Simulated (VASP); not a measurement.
Output of a VASP run:

File OSZICAR:
```
       N       E                     dE             d eps       ncg     rms          rms(c)
DAV:   1     0.121562487815E+03    0.12156E+03   -0.91960E+03  2912   0.125E+03
DAV:   2    -0.114085014144E+02   -0.13297E+03   -0.13051E+03  3482   0.331E+02
DAV:   3    -0.158681150374E+02   -0.44596E+01   -0.43934E+01  3536   0.561E+01
DAV:   4    -0.159055370858E+02   -0.37422E-01   -0.37505E-01  3140   0.574E+00
DAV:   5    -0.159058644887E+02   -0.32740E-03   -0.32873E-03  3500   0.560E-01    0.171E+01
DAV:   6    -0.154244488715E+02    0.48142E+00   -0.20101E+00  3182   0.113E+01    0.693E+00
DAV:   7    -0.154022871783E+02    0.22162E-01   -0.45272E-02  3236   0.160E+00    0.321E+00
DAV:   8    -0.153963574357E+02    0.59297E-02   -0.12158E-02  3548   0.674E-01    0.239E-01
DAV:   9    -0.153961780255E+02    0.17941E-03   -0.48863E-04  3044   0.189E-01    0.964E-02
DAV:  10    -0.153961965071E+02   -0.18482E-04   -0.41685E-05  3608   0.688E-02    0.247E-02
DAV:  11    -0.153961960037E+02    0.50339E-06   -0.22727E-06  3044   0.181E-02    0.587E-03
DAV:  12    -0.153961952011E+02    0.80264E-06   -0.91206E-08  1750   0.308E-03    0.501E-04
DAV:  13    -0.153961950144E+02    0.18669E-06   -0.11701E-08  1474   0.978E-04    0.337E-04
DAV:  14    -0.153961951463E+02   -0.13191E-06   -0.17709E-09  1492   0.463E-04    0.631E-05
DAV:  15    -0.153961951925E+02   -0.46185E-07   -0.43680E-10  1474   0.227E-04
   1 F= -.15396195E+02 E0= -.15396195E+02  d E =0.000000E+00
```

### OUTCAR
```
------------------------ aborting loop because EDIFF is reached ----------------------------------------
  FORCE on cell =-STRESS in cart. coord.  units (eV):
  Direction    XX          YY          ZZ          XY          YZ          ZX
  --------------------------------------------------------------------------------------
  Total        0.0011368      0.0011368      0.0011368     -0.0000000      0.0000000      0.0000000
  in kB        0.0527712      0.0527712      0.0527712     -0.0000000      0.0000000      0.0000000
  external PRESSURE =       0.0527712 kB  Pullay stress =       0.0000000 kB
  volume of cell :       34.51
      direct lattice vectors                 reciprocal lattice vectors
     0.000000000  2.584162806  2.584162806    -0.193486261  0.193486261  0.193486261
     2.584162806  0.000000000  2.584162806     0.193486261 -0.193486261  0.193486261
     2.584162806  2.584162806  0.000000000     0.193486261  0.193486261 -0.193486261
 POSITION                                       TOTAL-FORCE (eV/Angst)
 -----------------------------------------------------------------------------------
      0.00000      0.00000      0.00000         0.000000      0.000000      0.000000
      2.58416      2.58416      2.58416        -0.000000     -0.000000     -0.000000
 -----------------------------------------------------------------------------------
    total drift:                                0.000000     -0.000000     -0.000000
  FREE ENERGIE OF THE ION-ELECTRON SYSTEM (eV)
  ---------------------------------------------------
  free  energy   TOTEN  =       -15.3961951925 eV

  energy  without entropy=      -15.3961951925  energy(sigma->0) =      -15.39619519

 total charge

# of ion       s       p       d       tot
------------------------------------------
    1        2.292   6.156   3.540  11.987
    2        1.428   2.381   0.169   3.977
--------------------------------------------------
tot          3.719   8.536   3.709  15.965
```
(Selected blocks of OUTCAR.)

### POSCAR
```
WSe
1
    0.0000000000     2.5841628056     2.5841628056
    2.5841628056     0.0000000000     2.5841628056
    2.5841628056     2.5841628056     0.0000000000
W Se
1 1
Direct
  0.0000000000   0.0000000000   0.0000000000
  0.5000000000   0.5000000000   0.5000000000
```

### Question
Write an INCAR and KPOINTS that could have produced this output.

### Answer
This is not unique; one that fits is the input of the run itself, PBEsol GGA, plane waves, VASP's PBE PAW potentials (set 64).

### INCAR
```
SYSTEM = WSe
PREC = Accurate
ENCUT = 400
EDIFF = 1E-7
NELM = 100
ALGO = Normal
LREAL = .FALSE.
LASPH = .TRUE.
ISMEAR = -5
GGA = PS
LMAXMIX = 6
LWAVE = .FALSE.
LCHARG = .TRUE.
LORBIT = 11
NEDOS = 601
ISIF = 2
```

KPOINTS:
```
Automatic mesh
0
Gamma
14 14 14
0 0 0
```

POTCAR, in this order: W_sv Se (PBE.64 set). Program: vasp_std.

For a metal the tetrahedron method with Blöchl corrections gives inexact stress and forces.

The structure was generated: WSe was put into the rock salt type (Fm-3m), which need not be its known phase. It was relaxed first, which changed the volume by -39 %.
